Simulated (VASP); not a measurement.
All values below come from PBEsol GGA, VASP's PBE PAW potentials (set 64) (plane waves; VASP).

VASP input:

### KPOINTS
```
Automatic mesh
0
Gamma
8 8 5
0 0 0
```

INCAR:
```
# general
SYSTEM  = CdS
PREC    = Normal
ENCUT   = 400
LREAL   = F   # projection in real space or not
LASPH   = T   # aspherical one-centre terms

# electronic loop
EDIFF   = 1E-5
NELM    = 100   # most electronic steps
NELMIN  = 4
ALGO    = Fast   # Davidson, then RMM-DIIS
LMAXMIX = 4   # l cut-off of mixed one-centre charges

# smearing
ISMEAR  = 0
SIGMA   = 0.05

# functional
GGA     = PS

# ions
IBRION  = 2   # conjugate gradients
NSW     = 20   # most ionic steps
ISIF    = 2   # forces and stress, cell fixed
EDIFFG  = -0.03   # ionic stop

# output
LWAVE   = F
LCHARG  = F
```

**POSCAR**
```
CdS
1.0
  4.1337626595   0.0000000000   0.0000000000
 -2.0668813298   3.5799433055   0.0000000000
  0.0000000000   0.0000000000   6.7166299026
Cd S
2 2
Cartesian
 -0.0000020669   2.3866300636   0.0000000000
  2.0668833966   1.1933132419   3.3583149513
 -0.0000020669   2.3866300636   2.5321694733
  2.0668833966   1.1933132419   5.8904844246
```

POTCAR, in this order: Cd S (PBE.64 set). Program: vasp_std.

Output of the run:

OSZICAR:
```
       N       E                     dE             d eps       ncg     rms          rms(c)
DAV:   1     0.212480571144E+03    0.21248E+03   -0.15556E+04  1328   0.123E+03
DAV:   2    -0.302382193897E+01   -0.21550E+03   -0.21104E+03  1458   0.328E+02
DAV:   3    -0.145034113958E+02   -0.11480E+02   -0.11437E+02  1578   0.769E+01
DAV:   4    -0.146260672055E+02   -0.12266E+00   -0.12260E+00  1538   0.786E+00
DAV:   5    -0.146281800194E+02   -0.21128E-02   -0.21126E-02  1614   0.997E-01    0.114E+01
RMM:   6    -0.136648811664E+02    0.96330E+00   -0.23800E+00  1320   0.895E+00    0.948E+00
RMM:   7    -0.136440717589E+02    0.20809E-01   -0.93226E-01  1320   0.424E+00    0.305E+00
RMM:   8    -0.136301878080E+02    0.13884E-01   -0.65782E-02  1320   0.151E+00    0.145E+00
RMM:   9    -0.136310071912E+02   -0.81938E-03   -0.20299E-02  1320   0.925E-01    0.437E-01
RMM:  10    -0.136304698611E+02    0.53733E-03   -0.44157E-03  1334   0.504E-01    0.152E-01
RMM:  11    -0.136307322478E+02   -0.26239E-03   -0.15283E-03  1327   0.251E-01    0.136E-01
RMM:  12    -0.136306121823E+02    0.12007E-03   -0.39797E-04  1317   0.114E-01    0.276E-02
RMM:  13    -0.136306195368E+02   -0.73545E-05   -0.61946E-05  1024   0.521E-02
   1 F= -.13630620E+02 E0= -.13630620E+02  d E =-.136306E+02
```

**OUTCAR**
```
------------------------ aborting loop because EDIFF is reached ----------------------------------------
  FORCE on cell =-STRESS in cart. coord.  units (eV):
  Direction    XX          YY          ZZ          XY          YZ          ZX
  --------------------------------------------------------------------------------------
  Total       -0.2318541     -0.2318540     -0.2064261      0.0000000      0.0000000      0.0000000
  in kB       -3.7372504     -3.7372500     -3.3273775      0.0000000      0.0000000      0.0000000
  external PRESSURE =      -3.6006260 kB  Pullay stress =       0.0000000 kB
  volume of cell :       99.40
      direct lattice vectors                 reciprocal lattice vectors
     4.133762660  0.000000000  0.000000000     0.241910357  0.139667016  0.000000000
    -2.066881330  3.579943306  0.000000000     0.000000000  0.279334033  0.000000000
     0.000000000  0.000000000  6.716629903     0.000000000  0.000000000  0.148884190
  FREE ENERGIE OF THE ION-ELECTRON SYSTEM (eV)
  ---------------------------------------------------
  free  energy   TOTEN  =       -13.6306195368 eV

  energy  without entropy=      -13.6306195368  energy(sigma->0) =      -13.63061954

 reached required accuracy - stopping structural energy minimisation
```
(Selected blocks of OUTCAR.)

The compound is CdS in the wurtzite structure. It was relaxed first.
